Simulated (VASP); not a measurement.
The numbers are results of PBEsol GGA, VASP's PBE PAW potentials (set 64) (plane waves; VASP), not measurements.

VASP ran on this input.

### KPOINTS
```
kpoints
0
Gamma
7 7 7
```

INCAR:
```
! general
SYSTEM  = Mo3Si
PREC    = Accurate
ENCUT   = 500
LREAL   = F
LASPH   = T

! electronic loop
EDIFF   = 1E-6
NELM    = 100
ALGO    = Normal
LMAXMIX = 4

! smearing
ISMEAR  = 1
SIGMA   = 0.1

! functional
GGA     = PS

! ions
IBRION  = 2
NSW     = 40
ISIF    = 3
EDIFFG  = -0.02
PSTRESS = 200

! output
LWAVE   = F
LCHARG  = F
```

### POSCAR
```
Mo3Si
1.0
  4.8082588874   0.0000000000   0.0000000000
  0.0000000000   4.8082588874   0.0000000000
  0.0000000000   0.0000000000   4.8082588874
Si Mo
2 6
Cart
  2.4041294437   2.4041294437   2.4041294437
  0.0000000000   0.0000000000   0.0000000000
  1.2020647219   0.0000000000   2.4041294437
  2.4041294437   1.2020647219   0.0000000000
  2.4041294437   3.6061941655   0.0000000000
  3.6061941655   0.0000000000   2.4041294437
  0.0000000000   2.4041294437   3.6061941655
  0.0000000000   2.4041294437   1.2020647219
```

POTCAR, in this order: Si Mo_sv (PBE.64 set). Program: vasp_std.

The resulting files:

**OSZICAR**
```
       N       E                     dE             d eps       ncg     rms          rms(c)
DAV:   1     0.110400367931E+04    0.11040E+04   -0.55173E+04  2208   0.168E+03
DAV:   2    -0.372280306879E+02   -0.11412E+04   -0.11118E+04  2340   0.534E+02
DAV:   3    -0.881630034475E+02   -0.50935E+02   -0.49322E+02  2808   0.100E+02
DAV:   4    -0.893624660841E+02   -0.11995E+01   -0.11844E+01  2681   0.127E+01
DAV:   5    -0.893838757383E+02   -0.21410E-01   -0.21357E-01  2640   0.171E+00    0.515E+01
DAV:   6    -0.854321701104E+02    0.39517E+01   -0.13690E+01  2440   0.174E+01    0.154E+01
DAV:   7    -0.850775612319E+02    0.35461E+00   -0.10269E+00  2760   0.456E+00    0.387E+00
DAV:   8    -0.850210856455E+02    0.56476E-01   -0.12792E-01  2499   0.123E+00    0.539E-01
DAV:   9    -0.850200486130E+02    0.10370E-02   -0.65881E-03  2704   0.304E-01    0.283E-01
DAV:  10    -0.850199072194E+02    0.14139E-03   -0.63976E-04  2697   0.155E-01    0.124E-01
DAV:  11    -0.850199185137E+02   -0.11294E-04   -0.29621E-05  2824   0.286E-02    0.245E-02
DAV:  12    -0.850199151322E+02    0.33815E-05   -0.10930E-05  2513   0.185E-02    0.364E-03
DAV:  13    -0.850199149664E+02    0.16586E-06   -0.20656E-07  1544   0.217E-03
   1 F= -.71143319E+02 E0= -.71142733E+02  d E =-.711433E+02
       N       E                     dE             d eps       ncg     rms          rms(c)
DAV:   1    -0.995302477846E+02   -0.14510E+02   -0.48741E+02  2228   0.150E+02    0.769E+01
DAV:   2    -0.834265686962E+02    0.16104E+02   -0.45955E+01  2207   0.414E+01    0.842E+00
DAV:   3    -0.822426227656E+02    0.11839E+01   -0.57238E+00  2491   0.132E+01    0.114E+01
DAV:   4    -0.822284798057E+02    0.14143E-01   -0.10801E+00  2444   0.342E+00    0.157E+00
DAV:   5    -0.822019949633E+02    0.26485E-01   -0.94448E-02  2462   0.173E+00    0.897E-01
DAV:   6    -0.821915998442E+02    0.10395E-01   -0.48868E-02  2490   0.738E-01    0.468E-01
DAV:   7    -0.821917648348E+02   -0.16499E-03   -0.66688E-03  2643   0.313E-01    0.962E-02
DAV:   8    -0.821917503249E+02    0.14510E-04   -0.12644E-04  2582   0.521E-02    0.443E-02
DAV:   9    -0.821917386334E+02    0.11691E-04   -0.32311E-05  2081   0.156E-02    0.148E-02
DAV:  10    -0.821917396574E+02   -0.10240E-05   -0.42264E-06  2108   0.817E-03    0.737E-03
DAV:  11    -0.821917397376E+02   -0.80161E-07   -0.18692E-07  1513   0.221E-03
   2 F= -.70000505E+02 E0= -.70000037E+02  d E =0.114281E+01
       N       E                     dE             d eps       ncg     rms          rms(c)
DAV:   1    -0.955185130607E+02   -0.13327E+02   -0.30890E+02  2221   0.124E+02    0.376E+01
DAV:   2    -0.851726645990E+02    0.10346E+02   -0.35565E+01  2221   0.333E+01    0.934E+00
DAV:   3    -0.847252016675E+02    0.44746E+00   -0.34135E+00  2538   0.988E+00    0.330E+00
DAV:   4    -0.847146762985E+02    0.10525E-01   -0.20676E-01  2396   0.157E+00    0.126E+00
DAV:   5    -0.847274336885E+02   -0.12757E-01   -0.69847E-02  2434   0.138E+00    0.984E-01
DAV:   6    -0.847301155437E+02   -0.26819E-02   -0.27180E-03  2655   0.228E-01    0.318E-01
DAV:   7    -0.847305143494E+02   -0.39881E-03   -0.11535E-03  2494   0.108E-01    0.466E-02
DAV:   8    -0.847305022936E+02    0.12056E-04   -0.70826E-05  2176   0.265E-02    0.274E-02
DAV:   9    -0.847305051214E+02   -0.28278E-05   -0.30890E-06  2117   0.895E-03    0.578E-03
DAV:  10    -0.847305058603E+02   -0.73882E-06   -0.38847E-07  1443   0.301E-03
   3 F= -.71250503E+02 E0= -.71249830E+02  d E =-.107184E+00
       N       E                     dE             d eps       ncg     rms          rms(c)
DAV:   1    -0.847159787446E+02    0.14526E-01   -0.44509E-02  2242   0.145E+00    0.555E-01
DAV:   2    -0.847144670454E+02    0.15117E-02   -0.47959E-03  2242   0.395E-01    0.786E-02
DAV:   3    -0.847143897533E+02    0.77292E-04   -0.50387E-04  2579   0.120E-01    0.706E-02
DAV:   4    -0.847143996624E+02   -0.99092E-05   -0.10347E-04  2321   0.294E-02    0.111E-02
DAV:   5    -0.847143978851E+02    0.17773E-05   -0.13944E-05  2396   0.188E-02    0.902E-03
DAV:   6    -0.847143994482E+02   -0.15631E-05   -0.12507E-06  1521   0.407E-03    0.144E-03
DAV:   7    -0.847143997306E+02   -0.28239E-06   -0.66198E-07  1298   0.271E-03
   4 F= -.71250716E+02 E0= -.71250049E+02  d E =-.107397E+00
```

File OUTCAR:
```
------------------------ aborting loop because EDIFF is reached ----------------------------------------
  FORCE on cell =-STRESS in cart. coord.  units (eV):
  Direction    XX          YY          ZZ          XY          YZ          ZX
  --------------------------------------------------------------------------------------
  Total       13.4325130     13.4325130     13.4325130     -0.0000000      0.0000000     -0.0000000
  in kB      199.5369660    199.5369660    199.5369660     -0.0000000      0.0000000     -0.0000000
  external PRESSURE =      -0.4630340 kB  Pullay stress =     200.0000000 kB
  volume of cell :      107.86
      direct lattice vectors                 reciprocal lattice vectors
     4.760086334  0.000000000  0.000000000     0.210080223  0.000000000 -0.000000000
    -0.000000000  4.760086334  0.000000000    -0.000000000  0.210080223  0.000000000
     0.000000000 -0.000000000  4.760086334    -0.000000000 -0.000000000  0.210080223
 POSITION                                       TOTAL-FORCE (eV/Angst)
 -----------------------------------------------------------------------------------
      2.38004      2.38004      2.38004        -0.000000     -0.000000      0.000000
      4.76009      0.00000      0.00000        -0.000000     -0.000000      0.000000
      1.19002      4.76009      2.38004         0.000000      0.000000      0.000000
      2.38004      1.19002      0.00000         0.000000     -0.000000      0.000000
      2.38004      3.57006      4.76009        -0.000000     -0.000000     -0.000000
      3.57006      4.76009      2.38004        -0.000000      0.000000     -0.000000
      4.76009      2.38004      3.57006         0.000000     -0.000000     -0.000000
      4.76009      2.38004      1.19002         0.000000     -0.000000      0.000000
 -----------------------------------------------------------------------------------
    total drift:                                0.000000      0.000000      0.000000
  FREE ENERGIE OF THE ION-ELECTRON SYSTEM (eV)
  ---------------------------------------------------
  free  energy   TOTEN  =       -84.7143997306 eV

  energy  without entropy=      -84.7123975922  energy(sigma->0) =      -84.71373235
  enthalpy is  TOTEN    =       -71.2507159767 eV   P V=       13.4636837539

 reached required accuracy - stopping structural energy minimisation
```
(Selected blocks of OUTCAR.)

CONTCAR:
```
Mo3Si
   1.00000000000000
     4.7600863336125636    0.0000000000000000    0.0000000000000000
    -0.0000000000000000    4.7600863336125636    0.0000000000000000
     0.0000000000000000   -0.0000000000000000    4.7600863336125636
  Si              Mo
     2     6
Direct
     0.5000000000000000    0.5000000000000000    0.5000000000000000
     1.0000000000000000    0.0000000000000000    0.0000000000000000
     0.2500000000000000    1.0000000000000000    0.5000000000000000
     0.5000000000000000    0.2500000000000000    0.0000000000000000
     0.5000000000000000    0.7500000000000000    1.0000000000000000
     0.7500000000000000    1.0000000000000000    0.5000000000000000
     1.0000000000000000    0.5000000000000000    0.7500000000000000
     1.0000000000000000    0.5000000000000000    0.2500000000000000
```

Energy and stress use the plane-wave basis of the starting cell.

The compound is Mo3Si in the A15 structure. This run relaxes it under an external pressure of 20 GPa. Symmetry was kept, so distortions that lower it aren't found.
